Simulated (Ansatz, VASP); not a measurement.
# Ba2H3NO6: VASP beside Ansatz, part 2 of 2

Aim: how closely do two programs agree when they are given the same cell, functional and k mesh?

VASP 6.6.1 and Ansatz 0.2.0.

So far. Step 2 (Ansatz: single point, LDA): The run ends at a pressure of -1.85 GPa, with forces up to 0.60 eV/Å.

### Step 3. VASP: single point, LDA

Level of this step: LDA; plane waves and PAW (Ba_sv, O, N, H) (VASP).

The same cell, functional (in two slightly different forms), mesh and smearing now go to VASP, with its own data sets and cutoff.

Lines of VASP's logs that name or quote its potential files are left out, and so is its time.

Input file INCAR:

```
SYSTEM = Ba2H3NO6
PREC = Normal
ENCUT = 400
EDIFF = 1E-05
NELM = 120
ISMEAR = 0
SIGMA = 0.05
LREAL = Auto
ALGO = Fast
GGA = CA
NBANDS = 88
LORBIT = 11
LWAVE = .FALSE.
LCHARG = .FALSE.
NCORE = 4
```

Input file POSCAR:

```
Ba2H3NO6
1.0
    6.8103395504      0.0000000000      0.0000000000
   -3.4051697752      5.8979270590      0.0000000000
    0.0000000000      0.0000000000      7.4573081244
Ba O N H
4 12 2 6
Direct
    0.6666666667      0.3333333333      0.0000000000
    0.6666666667      0.3333333333      0.5000000000
    0.3333333333      0.6666666667      0.0000000000
    0.3333333333      0.6666666667      0.5000000000
    0.0000000000      0.4463000754      0.2500000000
    0.0000000000      0.4463000754      0.7500000000
    0.5536999246      0.5536999246      0.2500000000
    0.5536999246      0.5536999246      0.7500000000
    0.4463000754      0.0000000000      0.2500000000
    0.4463000754      0.0000000000      0.7500000000
    0.8155368401      0.0000000000      0.0000000000
    0.8155368401      0.0000000000      0.5000000000
    0.0000000000      0.8155368401      0.0000000000
    0.0000000000      0.8155368401      0.5000000000
    0.1844631599      0.1844631599      0.0000000000
    0.1844631599      0.1844631599      0.5000000000
    0.0000000000      0.0000000000      0.0000000000
    0.0000000000      0.0000000000      0.5000000000
    0.0000000000      0.3022213261      0.2500000000
    0.0000000000      0.3022213261      0.7500000000
    0.6977786739      0.6977786739      0.2500000000
    0.6977786739      0.6977786739      0.7500000000
    0.3022213261      0.0000000000      0.2500000000
    0.3022213261      0.0000000000      0.7500000000
```

Input file KPOINTS:

```
Automatic mesh
0
Gamma
2 2 2
0 0 0
```

Potentials, in the order of the species: Ba_sv, O, N and H (LDA family, release 64).

Started as:

```bash
mpirun -np 4 vasp_std
```

Numbers of over 12 decimals in the logs are rounded to 6 here.

The log of the run:

```text
[banner, memory and clock lines left out]
running    4 mpi-ranks, on    1 nodes
 distrk:  each k-point on    4 cores,    1 groups
 distr:  one band on    4 cores,    1 groups

 POSCAR found type information on POSCAR BaO N H
 POSCAR found :  4 types and      24 ions
 LDA part: xc-table for (Slater(with rela. corr.)+CA(PZ))
 , standard interpolation
 POSCAR, INCAR and KPOINTS ok, starting setup
 FFT: planning ... GRIDC
 FFT: planning ... GRID_SOFT
 FFT: planning ... GRID
 WAVECAR not read
 entering main loop
       N       E                     dE             d eps       ncg     rms          rms(c)
DAV:   1     0.719259749447E+03    0.71926E+03   -0.56915E+04   704   0.111E+03
DAV:   2    -0.112379061389E+03   -0.83164E+03   -0.79115E+03   896   0.283E+02
DAV:   3    -0.171862673772E+03   -0.59484E+02   -0.59029E+02   872   0.783E+01
DAV:   4    -0.174352137369E+03   -0.24895E+01   -0.24855E+01  1088   0.121E+01
DAV:   5    -0.174395206162E+03   -0.43069E-01   -0.43064E-01   904   0.164E+00    0.271E+01
RMM:   6    -0.155717337608E+03    0.18678E+02   -0.67771E+01   757   0.213E+01    0.117E+01
RMM:   7    -0.155087581769E+03    0.62976E+00   -0.61304E+00   882   0.647E+00    0.759E+00
RMM:   8    -0.154409121333E+03    0.67846E+00   -0.22575E+00   901   0.469E+00    0.164E+00
RMM:   9    -0.154397144615E+03    0.11977E-01   -0.57485E-01   986   0.176E+00    0.691E-01
RMM:  10    -0.154402144650E+03   -0.50000E-02   -0.13168E-01   976   0.928E-01    0.297E-01
RMM:  11    -0.154405382587E+03   -0.32379E-02   -0.50789E-02  1048   0.454E-01    0.279E-01
RMM:  12    -0.154404930543E+03    0.45204E-03   -0.13884E-02  1028   0.237E-01    0.929E-02
RMM:  13    -0.154405528620E+03   -0.59808E-03   -0.72517E-03  1046   0.153E-01    0.688E-02
RMM:  14    -0.154405673426E+03   -0.14481E-03   -0.25237E-03   997   0.836E-02    0.215E-02
RMM:  15    -0.154405805895E+03   -0.13247E-03   -0.14202E-03   992   0.502E-02    0.123E-02
RMM:  16    -0.154405852879E+03   -0.46984E-04   -0.45107E-04   858   0.280E-02    0.135E-02
RMM:  17    -0.154405870686E+03   -0.17807E-04   -0.23136E-04   810   0.212E-02    0.510E-03
RMM:  18    -0.154405880042E+03   -0.93556E-05   -0.94386E-05   726   0.120E-02
   1 F= -.15440588E+03 E0= -.15440588E+03  d E =-.215467E-21
```

OUTCAR, selected parts (step 3):

```text
ion  position               nearest neighbor table
   1  0.667  0.333  0.000-   5 2.73   6 2.73   9 2.73  10 2.73   7 2.73   8 2.73  11 2.91  13 2.91
                            15 2.91   2 3.73   2 3.73   3 3.93   3 3.93   3 3.93
   2  0.667  0.333  0.500-   5 2.73   6 2.73   9 2.73  10 2.73   7 2.73   8 2.73  12 2.91  14 2.91
                            16 2.91   1 3.73   1 3.73   4 3.93   4 3.93   4 3.93
   3  0.333  0.667  0.000-   9 2.73  10 2.73   5 2.73   6 2.73   7 2.73   8 2.73  13 2.91  11 2.91
                            15 2.91   4 3.73   4 3.73   1 3.93   1 3.93   1 3.93
   4  0.333  0.667  0.500-   9 2.73  10 2.73   5 2.73   6 2.73   7 2.73   8 2.73  14 2.91  12 2.91
                            16 2.91   3 3.73   3 3.73   2 3.93   2 3.93   2 3.93
   5  0.000  0.446  0.250-  19 0.98   2 2.73   1 2.73   4 2.73   3 2.73
   6  0.000  0.446  0.750-  20 0.98   2 2.73   1 2.73   4 2.73   3 2.73
   7  0.554  0.554  0.250-  21 0.98   2 2.73   1 2.73   4 2.73   3 2.73
   8  0.554  0.554  0.750-  22 0.98   2 2.73   1 2.73   4 2.73   3 2.73
   9  0.446  0.000  0.250-  23 0.98   4 2.73   3 2.73   2 2.73   1 2.73
  10  0.446  0.000  0.750-  24 0.98   4 2.73   3 2.73   2 2.73   1 2.73
  11  0.816  0.000  0.000-  17 1.26   1 2.91   3 2.91
  12  0.816  0.000  0.500-  18 1.26   2 2.91   4 2.91
  13  0.000  0.816  0.000-  17 1.26   3 2.91   1 2.91
  14  0.000  0.816  0.500-  18 1.26   4 2.91   2 2.91
  15  0.184  0.184  0.000-  17 1.26   3 2.91   1 2.91
  16  0.184  0.184  0.500-  18 1.26   4 2.91   2 2.91
  17  0.000  0.000  0.000-  13 1.26  15 1.26  11 1.26
  18  0.000  0.000  0.500-  14 1.26  16 1.26  12 1.26
  19  0.000  0.302  0.250-   5 0.98
  20  0.000  0.302  0.750-   6 0.98
  21  0.698  0.698  0.250-   7 0.98
  22  0.698  0.698  0.750-   8 0.98
  23  0.302  0.000  0.250-   9 0.98
  24  0.302  0.000  0.750-  10 0.98

  LATTYP: Found a hexagonal cell.
 ALAT       =     6.8103395504
 C/A-ratio  =     1.0949979908

 Subroutine GETGRP returns: Found 12 space group operations
 (whereof 12 operations were pure point group operations)

The static configuration has the point symmetry D_3h.

 Found      4 irreducible k-points:

   k-points           NKPTS =      4   k-points in BZ     NKDIM =      4   number of bands    NBANDS=     88

   dimension x,y,z NGX =    36 NGY =   36 NGZ =   36
   dimension x,y,z NGXF=    72 NGYF=   72 NGZF=   72

   ENCUT  =  400.0 eV  29.40 Ry    5.42 a.u.  11.11 11.11 12.16*2*pi/ulx,y,z

   NELECT =     128.0000    total number of electrons

 k-points in reciprocal lattice and weights: Automatic mesh
   0.00000000  0.00000000  0.00000000       0.125
   0.50000000  0.00000000  0.00000000       0.375
   0.00000000  0.00000000  0.50000000       0.125
   0.50000000  0.00000000  0.50000000       0.375

 average (electrostatic) potential at core
       1 -35.2803       2 -35.2803       3 -35.2803       4 -35.2803       5 -73.6600
       6 -73.6600       7 -73.6600       8 -73.6600       9 -73.6600      10 -73.6600
      11 -76.5501      12 -76.5501      13 -76.5501      14 -76.5501      15 -76.5501
      16 -76.5501      17 -74.1893      18 -74.1893      19 -36.8260      20 -36.8260
      21 -36.8260      22 -36.8260      23 -36.8260      24 -36.8260

 E-fermi :   0.6867

 k-point     1 :       0.0000    0.0000    0.0000
  band No.  band energies     occupation
    ...
     60      -0.2739      2.00000
     61       0.0410      2.00000
     62       0.0411      2.00000
     63       0.2038      2.00000
     64       0.3541      2.00000
     65       2.6856      0.00000
     66       3.2395      0.00000
     67       4.3730      0.00000
     68       5.1011      0.00000
     69       6.9289      0.00000
    ...

 k-point     2 :       0.5000    0.0000    0.0000
  band No.  band energies     occupation
    ...
     60      -0.3338      2.00000
     61      -0.3306      2.00000
     62      -0.0738      2.00000
     63      -0.0075      2.00000
     64       0.0764      2.00000
     65       2.8155      0.00000
     66       3.1608      0.00000
     67       5.2333      0.00000
     68       5.9531      0.00000
     69       6.2096      0.00000
    ...

 k-point     3 :       0.0000    0.0000    0.5000
  band No.  band energies     occupation
    ...
     60      -0.3699      2.00000
     61      -0.3552      2.00000
     62      -0.3552      2.00000
     63      -0.3552      2.00000
     64      -0.3552      2.00000
     65       2.8994      0.00000
     66       2.8994      0.00000
     67       5.5776      0.00000
     68       5.5776      0.00000
     69       6.5537      0.00000
    ...

  Total       -7.4698684     -7.4698684     -8.3205921      0.0000000      0.0000000      0.0000000
  in kB      -39.9551976    -39.9551976    -44.5055899      0.0000000      0.0000000      0.0000000
  external PRESSURE =     -41.4719950 kB  Pullay stress =       0.0000000 kB

  energy-cutoff  :      400.00
  volume of cell :      299.54
      direct lattice vectors                 reciprocal lattice vectors
     6.810339550  0.000000000  0.000000000     0.146835557  0.084775548  0.000000000
    -3.405169775  5.897927059  0.000000000     0.000000000  0.169551097  0.000000000
     0.000000000  0.000000000  7.457308124     0.000000000  0.000000000  0.134096645

 POSITION                                       TOTAL-FORCE (eV/Angst)
 -----------------------------------------------------------------------------------
      3.40517      1.96598      0.00000         0.000000     -0.000000      0.000000
      3.40517      1.96598      3.72865         0.000000     -0.000000      0.000000
     -0.00000      3.93195      0.00000         0.000000     -0.000000      0.000000
     -0.00000      3.93195      3.72865         0.000000     -0.000000      0.000000
     -1.51973      2.63225      1.86433        -0.008787      0.015220      0.000000
     -1.51973      2.63225      5.59298        -0.008787      0.015220      0.000000
      1.88544      3.26568      1.86433        -0.008787     -0.015220     -0.000000
      1.88544      3.26568      5.59298        -0.008787     -0.015220     -0.000000
      3.03946      0.00000      1.86433         0.017575     -0.000000      0.000000
      3.03946      0.00000      5.59298         0.017575     -0.000000     -0.000000
      5.55408      0.00000      0.00000        -0.054537     -0.000000     -0.000000
      5.55408      0.00000      3.72865        -0.054537     -0.000000      0.000000
     -2.77704      4.80998      0.00000         0.027268     -0.047230     -0.000000
     -2.77704      4.80998      3.72865         0.027268     -0.047230      0.000000
      0.62813      1.08795      0.00000         0.027268      0.047230      0.000000
      0.62813      1.08795      3.72865         0.027268      0.047230     -0.000000
      0.00000      0.00000      0.00000         0.000000     -0.000000      0.000000
      0.00000      0.00000      3.72865         0.000000     -0.000000      0.000000
     -1.02911      1.78248      1.86433         0.026961     -0.046697      0.000000
     -1.02911      1.78248      5.59298         0.026961     -0.046697     -0.000000
      2.37605      4.11545      1.86433         0.026961      0.046697     -0.000000
      2.37605      4.11545      5.59298         0.026961      0.046697     -0.000000
      2.05823      0.00000      1.86433        -0.053921     -0.000000      0.000000
      2.05823      0.00000      5.59298        -0.053921     -0.000000      0.000000
 -----------------------------------------------------------------------------------
    total drift:                               -0.000102     -0.000176     -0.000035

  FREE ENERGIE OF THE ION-ELECTRON SYSTEM (eV)
  ---------------------------------------------------
  free  energy   TOTEN  =      -154.4058800418 eV

  energy  without entropy=     -154.4058800418  energy(sigma->0) =     -154.40588004

 total charge
# of ion       s       p       d       tot
------------------------------------------
    1        2.006   5.630   0.303   7.939
    2        2.006   5.630   0.303   7.939
    3        2.006   5.630   0.303   7.939
    4        2.006   5.630   0.303   7.939
    5        1.574   3.532   0.000   5.106
    6        1.574   3.532   0.000   5.106
    7        1.574   3.532   0.000   5.106
    8        1.574   3.532   0.000   5.106
    9        1.574   3.532   0.000   5.106
   10        1.574   3.532   0.000   5.106
   11        1.600   3.505   0.000   5.104
   12        1.600   3.505   0.000   5.104
   13        1.600   3.505   0.000   5.104
   14        1.600   3.505   0.000   5.104
   15        1.600   3.505   0.000   5.104
   16        1.600   3.505   0.000   5.104
   17        1.215   2.588   0.000   3.803
   18        1.215   2.588   0.000   3.803
   19        0.610   0.115   0.000   0.724
   20        0.610   0.115   0.000   0.724
   21        0.610   0.115   0.000   0.724
   22        0.610   0.115   0.000   0.724
   23        0.610   0.115   0.000   0.724
   24        0.610   0.115   0.000   0.724
--------------------------------------------------
tot         33.155  70.604   1.213 104.972

[... 1 further part left out ...]
```

The run ends at a pressure of -4.15 GPa, with forces up to 0.055 eV/Å.

### Step 4. Side by side

Known differences besides the PAW data sets themselves: the two LDA forms differ slightly; the cutoff is 420 eV in Ansatz and 400 eV in VASP (PREC = Normal, projectors in real space); Ansatz makes its cores anew for this functional, VASP keeps those of its LDA data sets. Total energies have different zeros and are not compared.

Both answers:

```csv
quantity,Ansatz,VASP,difference
pressure (GPa),-1.85,-4.15,+2.30
gap on the k mesh (eV),2.369,2.332,+0.038
```

Forces on 10 of the 24 atoms, picked by the larger force of the two programs (eV/Å; atoms numbered as in POSCAR):

```csv
atom,"Ansatz x, y, z","VASP x, y, z"
O11,"0.599, 0.000, 0.000","-0.055, 0.000, 0.000"
O12,"0.599, 0.000, 0.000","-0.055, 0.000, 0.000"
O13,"-0.300, 0.519, 0.000","0.027, -0.047, 0.000"
O14,"-0.300, 0.519, 0.000","0.027, -0.047, 0.000"
O15,"-0.300, -0.519, 0.000","0.027, 0.047, 0.000"
O16,"-0.300, -0.519, 0.000","0.027, 0.047, 0.000"
H21,"-0.085, -0.147, 0.000","0.027, 0.047, 0.000"
H22,"-0.085, -0.147, 0.000","0.027, 0.047, 0.000"
H23,"0.169, 0.000, 0.000","-0.054, 0.000, 0.000"
H24,"0.169, 0.000, 0.000","-0.054, 0.000, 0.000"
```

The forces differ by 206 meV/Å r.m.s., which is 906.1 % of the r.m.s. force of 0.02 eV/Å (both taken over all components). Ansatz's pressure holds a Pulay correction of 0.83 GPa; VASP's holds none.

### Step 5. Looking for the cause

The difference is large enough to ask for its cause, so further runs change the set-up of one program at a time, as the table lists.

```csv
run,r.m.s. force difference (meV/Å)
as above,206
"cores kept as stored, as VASP does, whose cores stay as stored",184
Ansatz's larger PAW set (cutoff 1000 eV),173
norm-conserving potentials (cutoff 1143 eV),178
```

### Step 6. What came out

* r.m.s. force difference (single point, LDA): 206 meV/Å
* difference in pressure (single point, LDA): 2.3 GPa

The r.m.s. force difference is 206 meV/Å (single point, LDA), beyond the 12 meV/Å picked in this series as the mark of a large difference. Also far apart in the single point, LDA pair: the difference in pressure, 2.3 GPa. For single point, LDA: no further run halves the r.m.s. force difference; only Ansatz's side was varied, and Ansatz's runs with other potentials lie closer to each other than to VASP, which for this quantity points to VASP's side; this was not tested here. Differences of this kind measure data sets and numerical settings, not the functional's error against experiment.

[Lines on the potential files, build, host, timing and source positions are cut from VASP's logs without a mark.]

[Logs are printed without paths, hosts, clocks, repeated set-up lines and the standing remarks that a program may print on its own settings, such as how far it seeks lower states.]

[Hosts, paths, dates, database ids (printed as entryN), source tags and the programs' standing remarks are cut or masked in the printed files.]
